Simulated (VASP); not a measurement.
# A VASP study of Zr2Ir (LDA): structure first, properties next, part 2 of 6

What structure does Zr2Ir take at this level, and what are its properties? The start is a computed cell from the Materials Project.

VASP 6.6.1; LDA; plane waves and PAW (Zr_sv, Ir).

Still holding for the runs below: The k-mesh is coarse for a metal.

So far. Step 2 (Full relaxation (LDA)): It ends with a largest force of 0.002 eV/Å and a pressure of -0.02 GPa.

**3. Second relaxation**

A relaxation keeps the plane waves of the cell it began with, so it is repeated from the new cell, on a basis made for it.

INCAR reads:

```
SYSTEM = Zr2Ir
PREC = Accurate
ENCUT = 400
EDIFF = 1E-06
NELM = 100
ISMEAR = 1
SIGMA = 0.2
LREAL = .FALSE.
ALGO = Normal
GGA = CA
NBANDS = 40
LASPH = .TRUE.
LORBIT = 11
LWAVE = .FALSE.
LCHARG = .FALSE.
KPAR = 4
IBRION = 2
NSW = 60
ISIF = 3
EDIFFG = -0.01
```

POSCAR reads:

```
Zr2Ir
1.0
   -3.2074111089      3.2074111089      2.8101501068
    3.2074111089     -3.2074111089      2.8101501068
    3.2074111089      3.2074111089     -2.8101501068
Zr Ir
4 2
Direct
    0.6687159468      0.1687159468      0.8374318935
    0.3312840532      0.8312840532      0.1625681065
    0.8312840532      0.6687159468      0.5000000000
    0.1687159468      0.3312840532      0.5000000000
    0.7500000000      0.7500000000      0.0000000000
    0.2500000000      0.2500000000      0.0000000000
```

KPOINTS reads:

```
Automatic mesh
0
Gamma
5 5 5
0 0 0
```

PAW data sets: Zr_sv and Ir (LDA family, release 64).

On the command line:

```bash
> mpirun -np 4 vasp_std
```

Log:

```text
[... set-up lines as in an earlier step ...]
 entering main loop
       N       E                     dE             d eps       ncg     rms          rms(c)
DAV:   1     0.650188314302E+03    0.65019E+03   -0.28822E+04  1440   0.137E+03
DAV:   2     0.169030527775E+01   -0.64850E+03   -0.62631E+03  1480   0.467E+02
DAV:   3    -0.586808112287E+02   -0.60371E+02   -0.58039E+02  2368   0.113E+02
DAV:   4    -0.644251659533E+02   -0.57444E+01   -0.56687E+01  2272   0.317E+01
DAV:   5    -0.647308631329E+02   -0.30570E+00   -0.30531E+00  2296   0.702E+00    0.299E+01
DAV:   6    -0.624233516089E+02    0.23075E+01   -0.32527E+00  1648   0.108E+01    0.122E+01
DAV:   7    -0.619422363563E+02    0.48112E+00   -0.22675E+00  2264   0.942E+00    0.217E+00
DAV:   8    -0.619375747432E+02    0.46616E-02   -0.19425E-01  2104   0.223E+00    0.152E+00
DAV:   9    -0.619358100940E+02    0.17646E-02   -0.10071E-01  2112   0.217E+00    0.476E-01
DAV:  10    -0.619317832050E+02    0.40269E-02   -0.17694E-02  2008   0.883E-01    0.602E-02
DAV:  11    -0.619318584947E+02   -0.75290E-04   -0.92505E-04  2016   0.130E-01    0.421E-02
DAV:  12    -0.619318516939E+02    0.68008E-05   -0.10069E-04  2000   0.579E-02    0.170E-02
DAV:  13    -0.619318506078E+02    0.10861E-05   -0.58344E-06  1784   0.181E-02    0.303E-03
DAV:  14    -0.619318505791E+02    0.28705E-07   -0.36586E-07  1104   0.416E-03
   1 F= -.61931851E+02 E0= -.61931317E+02  d E =-.619319E+02
 curvature:   0.00 expect dE= 0.000E+00 dE for cont linesearch  0.000E+00
 trial: gam= 0.00000 g(F)=  0.204E-05 g(S)=  0.113E-03 ort = 0.000E+00 (trialstep = 0.100E+01)
 search vector abs. value=  0.115E-03
 bond charge predicted
       N       E                     dE             d eps       ncg     rms          rms(c)
DAV:   1    -0.619329701758E+02   -0.11196E-02   -0.44057E-02  1528   0.165E+00    0.380E-01
DAV:   2    -0.619321111607E+02    0.85902E-03   -0.51564E-03  1992   0.540E-01    0.128E-01
DAV:   3    -0.619318515797E+02    0.25958E-03   -0.15451E-03  2216   0.248E-01    0.728E-02
DAV:   4    -0.619317716134E+02    0.79966E-04   -0.64389E-04  2160   0.145E-01    0.494E-02
DAV:   5    -0.619317877856E+02   -0.16172E-04   -0.40769E-05  1952   0.280E-02    0.259E-02
DAV:   6    -0.619317996347E+02   -0.11849E-04   -0.51909E-05  2136   0.252E-02    0.454E-03
DAV:   7    -0.619317998456E+02   -0.21091E-06   -0.28603E-06  1352   0.835E-03
   2 F= -.61931800E+02 E0= -.61931287E+02  d E =0.507335E-04
 trial-energy change:    0.000051  1 .order    0.000042   -0.000115    0.000199
 step:   0.3297(harm=  0.3659)  dis= 0.00004  next Energy=   -61.931869 (dE=-0.186E-04)
 bond charge predicted
       N       E                     dE             d eps       ncg     rms          rms(c)
DAV:   1    -0.619323950087E+02   -0.59537E-03   -0.19813E-02  1504   0.111E+00    0.254E-01
DAV:   2    -0.619320094256E+02    0.38558E-03   -0.23319E-03  1968   0.362E-01    0.859E-02
DAV:   3    -0.619318924578E+02    0.11697E-03   -0.69768E-04  2216   0.166E-01    0.490E-02
DAV:   4    -0.619318561596E+02    0.36298E-04   -0.29249E-04  2176   0.979E-02    0.332E-02
DAV:   5    -0.619318634463E+02   -0.72867E-05   -0.18296E-05  1848   0.187E-02    0.174E-02
DAV:   6    -0.619318687851E+02   -0.53388E-05   -0.23559E-05  2024   0.171E-02    0.307E-03
DAV:   7    -0.619318688636E+02   -0.78473E-07   -0.12029E-06  1072   0.629E-03
   3 F= -.61931869E+02 E0= -.61931343E+02  d E =-.182845E-04
 curvature:  -0.18 expect dE=-0.223E-05 dE for cont linesearch -0.166E-08
 trial: gam= 0.09738 g(F)=  0.708E-05 g(S)=  0.514E-05 ort = 0.102E-05 (trialstep = 0.866E+00)
 search vector abs. value=  0.135E-04
 reached required accuracy - stopping structural energy minimisation
```

It took 34 s on 4 MPI ranks of AMD EPYC 7R43, shared host; peak memory 0.71 GiB.

Parts of OUTCAR (step 3):

```text
  LATTYP: Found a body centered tetragonal cell.
 ALAT       =     6.4148222178
 C/A-ratio  =     0.8761427866

 Found     18 irreducible k-points:

   ENCUT  =  400.0 eV  29.40 Ry    5.42 a.u.   8.70  8.70  8.70*2*pi/ulx,y,z

   NELECT =      66.0000    total number of electrons

 E-fermi :   9.4639

 k-point     1 :       0.0000    0.0000    0.0000
  band No.  band energies     occupation
    ...
     27       7.4835      2.00000
     28       8.1991      2.00000
     29       8.7547      2.00001
     30       8.7547      2.00001
     31       9.1448      2.04654
     32       9.9514     -0.00305
     33       9.9633     -0.00235
     34       9.9633     -0.00235
     35       9.9751     -0.00180
     36       9.9751     -0.00180
    ...

 k-point     2 :       0.2000   -0.0000    0.0000
  band No.  band energies     occupation
    ...
     30       8.7646      2.00001
     31       8.8944      2.00043
     32       9.0614      2.01534
     33       9.2418      2.06625
     34       9.2510      2.06117
     35      10.3400     -0.00000
     36      10.3469     -0.00000
     37      10.5455     -0.00000
     38      10.8754     -0.00000
     39      11.4124     -0.00000
    ...

  Total        0.0151083      0.0151083     -0.0135390      0.0000000      0.0000000      0.0000000
  in kB        0.2094371      0.2094371     -0.1876835      0.0000000      0.0000000      0.0000000
  external PRESSURE =       0.0770635 kB  Pullay stress =       0.0000000 kB

  energy-cutoff  :      400.00
  volume of cell :      115.58
      direct lattice vectors                 reciprocal lattice vectors
    -3.206962987  3.206962987  2.809463631     0.000000000  0.155910749  0.177969914
     3.206962987 -3.206962987  2.809463631     0.155910749  0.000000000  0.177969914
     3.206962987  3.206962987 -2.809463631     0.155910749  0.155910749  0.000000000

 POSITION                                       TOTAL-FORCE (eV/Angst)
 -----------------------------------------------------------------------------------
      1.08210      4.28906      0.00000        -0.004283     -0.004283     -0.000000
      2.12487     -1.08210      2.80946         0.004283      0.004283      0.000000
      1.08210      2.12487      2.80946        -0.004283      0.004283      0.000000
      2.12487      1.08210      0.00000         0.004283     -0.004283      0.000000
      0.00000      0.00000      4.21420        -0.000000      0.000000     -0.000000
      0.00000      0.00000      1.40473        -0.000000      0.000000     -0.000000
 -----------------------------------------------------------------------------------
    total drift:                               -0.000000      0.000000     -0.000000

  FREE ENERGIE OF THE ION-ELECTRON SYSTEM (eV)
  ---------------------------------------------------
  free  energy   TOTEN  =       -61.9318688636 eV

  energy  without entropy=      -61.9302900625  energy(sigma->0) =      -61.93134260

 total charge
# of ion       s       p       d       tot
------------------------------------------
    1        2.228   5.985   1.663   9.875
    2        2.228   5.985   1.663   9.875
    3        2.228   5.985   1.663   9.875
    4        2.228   5.985   1.663   9.875
    5        0.831   0.622   7.152   8.605
    6        0.831   0.622   7.152   8.605
--------------------------------------------------
tot         10.573  25.181  20.958  56.711

[... 5 parts as in an earlier step ...]

[... 7 further parts left out ...]
```

CONTCAR:

```
Zr2Ir
   1.00000000000000
    -3.2069629873776386    3.2069629873776386    2.8094636313437249
     3.2069629873776386   -3.2069629873776386    2.8094636313437249
     3.2069629873776386    3.2069629873776386   -2.8094636313437249
  Zr              Ir
     4     2
Direct
     0.6687102554382903    0.1687102554382902    0.8374205107765857
     0.3312897445617098    0.8312897445617097    0.1625794892234142
     0.8312897445617097    0.6687102554382903    0.5000000000000000
     0.1687102554382902    0.3312897445617098    0.5000000000000000
     0.7500000000000000    0.7500000000000000    0.0000000000000000
     0.2500000000000000    0.2500000000000000    0.0000000000000000
```

Little changed from the start: no atom moved by 0.005 Å and no cell edge by 0.1 %.

Numbers from this step:

```yaml
free_energy_toten: -61.9319 eV
energy_at_zero_smearing: -61.9313 eV
fermi_energy: 9.464 eV
pressure: 0.007706 GPa
scf_cycles_over_all_ionic_steps: 28
```

It ends with a largest force of 0.006 eV/Å and a pressure of 0.01 GPa. The volume moved by only 0.05 %, so the volume is settled.

**4. Single point with fields (LDA)**

The relaxed cell gets a fresh self-consistent run, on a basis set for its own volume, to fix the density and to check the remaining stress.

INCAR: that of step 3 with these lines changed.

```diff
@@ -14,7 +14,5 @@
 LWAVE = .FALSE.
-LCHARG = .FALSE.
-KPAR = 4
-IBRION = 2
-NSW = 60
-ISIF = 3
-EDIFFG = -0.01
+LCHARG = .TRUE.
+ISIF = 2
+LELF = .TRUE.
+LVHAR = .TRUE.
```

POSCAR reads:

```
Zr2Ir
1.0
   -3.2069629874      3.2069629874      2.8094636313
    3.2069629874     -3.2069629874      2.8094636313
    3.2069629874      3.2069629874     -2.8094636313
Zr Ir
4 2
Direct
    0.6687102554      0.1687102554      0.8374205108
    0.3312897446      0.8312897446      0.1625794892
    0.8312897446      0.6687102554      0.5000000000
    0.1687102554      0.3312897446      0.5000000000
    0.7500000000      0.7500000000      0.0000000000
    0.2500000000      0.2500000000      0.0000000000
```

KPOINTS is that of step 3.

On the command line:

```bash
> mpirun -np 4 vasp_std
```

Log:

```text
[banner, memory and clock lines left out]
running    4 mpi-ranks, on    1 nodes
 distrk:  each k-point on    4 cores,    1 groups
 distr:  one band on    1 cores,    4 groups

 POSCAR found type information on POSCAR ZrIr
 POSCAR found :  2 types and       6 ions
 LDA part: xc-table for (Slater(with rela. corr.)+CA(PZ))
 , standard interpolation
 POSCAR, INCAR and KPOINTS ok, starting setup
 FFT: planning ... GRIDC
 FFT: planning ... GRID_SOFT
 FFT: planning ... GRID
 WAVECAR not read
 entering main loop
       N       E                     dE             d eps       ncg     rms          rms(c)
DAV:   1     0.655111555810E+03    0.65511E+03   -0.28875E+04  1440   0.136E+03
DAV:   2     0.926673352252E+00   -0.65418E+03   -0.63336E+03  1472   0.471E+02
DAV:   3    -0.592085943055E+02   -0.60135E+02   -0.57994E+02  2440   0.113E+02
DAV:   4    -0.644405820469E+02   -0.52320E+01   -0.51821E+01  2208   0.302E+01
DAV:   5    -0.647291575717E+02   -0.28858E+00   -0.28832E+00  2272   0.695E+00    0.300E+01
DAV:   6    -0.624229357996E+02    0.23062E+01   -0.32560E+00  1600   0.108E+01    0.122E+01
DAV:   7    -0.619420114203E+02    0.48092E+00   -0.22571E+00  2280   0.940E+00    0.216E+00
DAV:   8    -0.619375032107E+02    0.45082E-02   -0.19417E-01  2080   0.223E+00    0.151E+00
DAV:   9    -0.619357450949E+02    0.17581E-02   -0.10123E-01  2128   0.217E+00    0.475E-01
DAV:  10    -0.619317160981E+02    0.40290E-02   -0.17718E-02  2000   0.885E-01    0.596E-02
DAV:  11    -0.619317923570E+02   -0.76259E-04   -0.93581E-04  2024   0.131E-01    0.429E-02
DAV:  12    -0.619317847823E+02    0.75747E-05   -0.10454E-04  2016   0.591E-02    0.169E-02
DAV:  13    -0.619317836316E+02    0.11507E-05   -0.60966E-06  1784   0.183E-02    0.280E-03
DAV:  14    -0.619317835692E+02    0.62319E-07   -0.35510E-07  1120   0.410E-03
   1 F= -.61931784E+02 E0= -.61931257E+02  d E =-.158033E-02
```

The job ended after 17 s (4 MPI ranks; peak memory 0.45 GiB).

OUTCAR, selected parts (step 4):

```text
  LATTYP: Found a body centered tetragonal cell.
 ALAT       =     6.4139259748
 C/A-ratio  =     0.8760511557

 Found     18 irreducible k-points:

   NELECT =      66.0000    total number of electrons

 E-fermi :   9.4639

 k-point     1 :       0.0000    0.0000    0.0000
  band No.  band energies     occupation
    ...
     27       7.4836      2.00000
     28       8.1992      2.00000
     29       8.7547      2.00001
     30       8.7547      2.00001
     31       9.1449      2.04655
     32       9.9514     -0.00305
     33       9.9633     -0.00235
     34       9.9633     -0.00235
     35       9.9751     -0.00180
     36       9.9751     -0.00180
    ...

 k-point     2 :       0.2000   -0.0000    0.0000
  band No.  band energies     occupation
    ...
     30       8.7647      2.00001
     31       8.8945      2.00043
     32       9.0614      2.01534
     33       9.2418      2.06624
     34       9.2511      2.06118
     35      10.3400     -0.00000
     36      10.3470     -0.00000
     37      10.5455     -0.00000
     38      10.8754     -0.00000
     39      11.4124     -0.00000
    ...

  Total        0.0085494      0.0085494     -0.0197755      0.0000000     -0.0000000      0.0000000
  in kB        0.1185157      0.1185157     -0.2741371      0.0000000     -0.0000000      0.0000000
  external PRESSURE =      -0.0123686 kB  Pullay stress =       0.0000000 kB

 POSITION                                       TOTAL-FORCE (eV/Angst)
 -----------------------------------------------------------------------------------
      1.08210      4.28906      0.00000        -0.004514     -0.004514      0.000000
      2.12487     -1.08210      2.80946         0.004514      0.004514     -0.000000
      1.08210      2.12487      2.80946        -0.004514      0.004514     -0.000000
      2.12487      1.08210      0.00000         0.004514     -0.004514     -0.000000
      0.00000      0.00000      4.21420         0.000000     -0.000000     -0.000000
      0.00000      0.00000      1.40473         0.000000     -0.000000     -0.000000
 -----------------------------------------------------------------------------------
    total drift:                                0.000000      0.000000     -0.000000

  FREE ENERGIE OF THE ION-ELECTRON SYSTEM (eV)
  ---------------------------------------------------
  free  energy   TOTEN  =       -61.9317835692 eV

  energy  without entropy=      -61.9302032385  energy(sigma->0) =      -61.93125679

[... 7 parts as in an earlier step ...]

[... 7 further parts left out ...]
```

This step gave:

```
SCF cycles          : 14
free energy (TOTEN) : -61.9318 eV
pressure            : -0.001237 GPa
```

Valence electrons inside each PAW sphere by angular momentum. Sphere charges, by row:

| atom | s (e) | p (e) | d (e) | tot (e) |
| --- | --- | --- | --- | --- |
| Zr1 | 2.228 | 5.985 | 1.663 | 9.875 |
| Zr2 | 2.228 | 5.985 | 1.663 | 9.875 |
| Zr3 | 2.228 | 5.985 | 1.663 | 9.875 |
| Zr4 | 2.228 | 5.985 | 1.663 | 9.875 |
| Ir5 | 0.831 | 0.622 | 7.152 | 8.605 |
| Ir6 | 0.831 | 0.622 | 7.152 | 8.605 |

Valence density in the ab plane of the conventional cell at fractional z = 0.000, with atoms of Zr within 0.2 Å of it. It is the smooth field of the valence electrons, not physical close to the nuclei.

Ten even steps from '0' (0.1 e/Å³) to '9' (5.6 e/Å³), each cell a mean:
```
000000000001210000
000000000025641000
000000000048962000
001210000038962000
026741000013430000
048972000000100000
037861000000000000
013420000000000000
000000000000000000
000000000000001210
000000000000025641
000000000000149962
000002210000048951
000036641000014420
000149962000000100
000038851000000000
000013420000000000
000000000000000000
```
Columns run along a (6.4 Å), rows up along b (6.4 Å), edges of the conventional cell, whose origin can differ from the input's. Atoms in or near the plane, at fractional coordinates: Zr at (0.17, 0.67), Zr at (0.83, 0.33), Zr at (0.67, 0.83), Zr at (0.33, 0.17).

ELF in the ab plane of the conventional cell at fractional z = 0.000, with atoms of Zr within 0.2 Å of it. It is the smooth field of the valence electrons, not physical close to the nuclei.

Ten even steps from '_' (0.12) to '@' (0.80), each cell a mean:
```
======::______..::..--++**--__::====
==--::......----..::##@@@@%%--..--==
::....____..::::__--%%@@@@@@++__::--
__::++**++::....__::%%@@@@@@++__....
..**@@@@@@++__..____==%%%%##--__..__
::%%@@@@@@**__..::....::--::..::::__
::%%@@@@@@++__::==--::..____..----..
..++%%@@**::..--======--::..__..::::
....::::..__::==========::______....
..::..____..--========--..::++**==::
..::--::....::--======....**@@@@%%==
__..--::______..::----__::%%@@@@@@**
____....--++**--____..__::%%@@@@@@++
__..__::##@@@@%%--______..**%%%%**::
::::__--%%@@@@@@**__..::....::::....
==--..::%%@@@@@@++..::--::..__..::--
====::..==%%%%##--..::::..__..--====
====--..__::--::........______--====
```
Columns run along a (6.4 Å), rows up along b (6.4 Å), edges of the conventional cell, whose origin can differ from the input's. Atoms in or near the plane, at fractional coordinates: Zr at (0.17, 0.67), Zr at (0.83, 0.33), Zr at (0.67, 0.83), Zr at (0.33, 0.17).

Electrostatic potential energy in the ab plane of the conventional cell at fractional z = 0.000, with atoms of Zr within 0.2 Å of it. With pseudopotentials it is smooth inside the atoms' cores, unlike the true potential.

Values in eV, 10 rows by 16 columns, each cell a mean:
```
  0   0   1   0  -1  -1   0  -1  -8 -29 -45 -43 -25  -5   0   0
 -1  -7 -14 -13  -6   0   1  -2 -21 -54 -68 -67 -49 -15  -1   1
-14 -43 -59 -57 -38  -9   0  -1 -10 -33 -49 -48 -29  -6   0  -1
-20 -52 -66 -65 -47 -13  -1   1   0  -3  -6  -6  -2   0   1  -2
 -5 -19 -31 -30 -15  -3   0   0   0   1   1   0  -2  -4  -2  -2
 -3  -1  -1  -1   0   1   1   0   0   0  -2 -15 -37 -46 -38 -16
 -6   0   1  -3 -10 -15 -11  -3   0   0  -5 -35 -62 -68 -62 -37
 -2   0  -3 -25 -51 -60 -52 -27  -3   0  -2 -18 -41 -51 -42 -19
  1   1  -5 -33 -60 -67 -60 -34  -5   0   1  -1  -4  -7  -4  -1
  0   0  -1  -9 -25 -33 -25 -10  -2  -2  -3  -3  -1   1   1   0
```
Columns run along a (6.4 Å; values clipped at the 3rd and 97th percentile), rows up along b (6.4 Å), edges of the conventional cell, whose origin can differ from the input's. Atoms in or near the plane, at fractional coordinates: Zr at (0.17, 0.67), Zr at (0.83, 0.33), Zr at (0.67, 0.83), Zr at (0.33, 0.17).

In this run the pressure is 0.00 GPa, small enough to go on.

(Part 2 of 6 ends here.)

[Lines on the potential files, build, host, timing and source positions are cut from VASP's logs without a mark.]

[Logs are printed without paths, hosts, clocks, repeated set-up lines and the standing remarks that a program may print on its own settings, such as how far it seeks lower states.]

[Hosts, paths, dates, database ids (printed as entryN), source tags and the programs' standing remarks are cut or masked in the printed files.]

[A measured line is paired with the nearest computed mode of its activity, which favours agreement.]
